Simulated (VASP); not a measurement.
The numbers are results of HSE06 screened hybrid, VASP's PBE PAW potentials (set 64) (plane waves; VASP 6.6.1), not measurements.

VASP input:

**KPOINTS_OPT**
```
named points and PBE's band edges
7
Reciprocal
  0.000000   0.000000   0.000000 1 ! GAMMA
  0.000000   0.000000   0.500000 1 ! Z
  0.500000   0.500000   0.000000 1 ! M
  0.500000   0.500000   0.500000 1 ! A
  0.000000   0.500000   0.500000 1 ! R
  0.000000   0.500000   0.000000 1 ! X
  0.000000   0.055560   0.000000 1 ! near an edge
```

**INCAR**
```
EDIFF = 1E-6
LCHARG = .FALSE.
NELM = 60   # most electronic steps
SYSTEM = Zn2SeS
LMAXMIX = 4   # l cut-off of mixed one-centre charges
SIGMA = 0.05   # width (eV)
AEXX = 0.25
ISYM = 3
LWAVE = .FALSE.
PRECFOCK = Fast
ALGO = Normal
LREAL = .FALSE.
PREC = Accurate
ISIF = 2
HFSCREEN = 0.2   # 1/Angstrom
GGA = PE   # PBE
LHFCALC = .TRUE.
LASPH = .TRUE.   # aspherical one-centre terms
ENCUT = 400
ISMEAR = 0   # Gaussian
```

### KPOINTS
```
Automatic mesh
0
Gamma
4 4 4
0 0 0
```

POSCAR:
```
Zn2SeS
11.1472760
  0.3544795442   0.0000000000   0.0000000000
  0.0000000000   0.3544795442   0.0000000000
  0.0000000000   0.0000000000   0.4999999920
Zn Se S
2 1 1
direct
  0.5000000000   0.0000000000   0.7630993380
  0.0000000000   0.5000000000   0.2369006620
  0.0000000000   0.0000000000   0.5000000000
  0.5000000000   0.5000000000   0.0000000000
```

POTCAR, in this order: Zn Se S (PBE.64 set). Program: vasp_std. Read from the step before: WAVECAR.

The resulting files:

**OSZICAR**
```
       N       E                     dE             d eps       ncg     rms          rms(c)
DAV:   1    -0.157911499810E+02   -0.15791E+02   -0.16011E+00   948   0.337E+01    0.272E+00
DAV:   2    -0.157683258780E+02    0.22824E-01   -0.51734E-01   906   0.122E+01    0.139E+00
DAV:   3    -0.157698800152E+02   -0.15541E-02   -0.53334E-02   926   0.335E+00    0.881E-01
DAV:   4    -0.157700268203E+02   -0.14681E-03   -0.57318E-03   888   0.811E-01    0.504E-01
DAV:   5    -0.157698212803E+02    0.20554E-03   -0.36032E-04  1060   0.176E-01    0.287E-01
DAV:   6    -0.157697671462E+02    0.54134E-04   -0.10894E-04   878   0.828E-02    0.159E-01
DAV:   7    -0.157697457544E+02    0.21392E-04   -0.11412E-05   902   0.276E-02    0.864E-02
DAV:   8    -0.157697364403E+02    0.93142E-05   -0.33733E-06   894   0.136E-02    0.457E-02
DAV:   9    -0.157697331677E+02    0.32726E-05   -0.13136E-06   716   0.865E-03    0.242E-02
DAV:  10    -0.157697319616E+02    0.12060E-05   -0.50619E-07   486   0.569E-03    0.131E-02
DAV:  11    -0.157697313582E+02    0.60341E-06   -0.19277E-07   456   0.364E-03
   1 F= -.15769731E+02 E0= -.15769731E+02  d E =-.932355E-14
       N       E                     dE             ncg
```

**OUTCAR**
```
------------------------ aborting loop because EDIFF is reached ----------------------------------------
  FORCE on cell =-STRESS in cart. coord.  units (eV):
  Direction    XX          YY          ZZ          XY          YZ          ZX
  --------------------------------------------------------------------------------------
  Total       -0.4678532     -0.4678532     -0.5829915      0.0000000      0.0000000      0.0000000
  in kB       -8.6131414     -8.6131414    -10.7328279      0.0000000      0.0000000      0.0000000
  external PRESSURE =      -9.3197036 kB  Pullay stress =       0.0000000 kB
  volume of cell :       87.03
      direct lattice vectors                 reciprocal lattice vectors
     3.951481316  0.000000000  0.000000000     0.253069652  0.000000000  0.000000000
     0.000000000  3.951481316  0.000000000     0.000000000  0.253069652  0.000000000
     0.000000000  0.000000000  5.573637911     0.000000000  0.000000000  0.179416032
 POSITION                                       TOTAL-FORCE (eV/Angst)
 -----------------------------------------------------------------------------------
      1.97574      0.00000      4.25324        -0.000000     -0.000000     -0.038871
      0.00000      1.97574      1.32040         0.000000      0.000000      0.038871
      0.00000      0.00000      2.78682         0.000000      0.000000      0.000000
      1.97574      1.97574      0.00000        -0.000000      0.000000      0.000000
 -----------------------------------------------------------------------------------
    total drift:                                0.000005      0.000000      0.000022
  FREE ENERGIE OF THE ION-ELECTRON SYSTEM (eV)
  ---------------------------------------------------
  free  energy   TOTEN  =       -15.7697313582 eV

  energy  without entropy=      -15.7697313582  energy(sigma->0) =      -15.76973136

  exchange ACFDT corr.  =         0.00000000  see jH, gK, PRB 81, 115126
```
(Selected blocks of OUTCAR.)

The structure comes from a computed database's Zn2SeS entry (P-4m2); how it stands against other phases isn't given here. It was relaxed first.
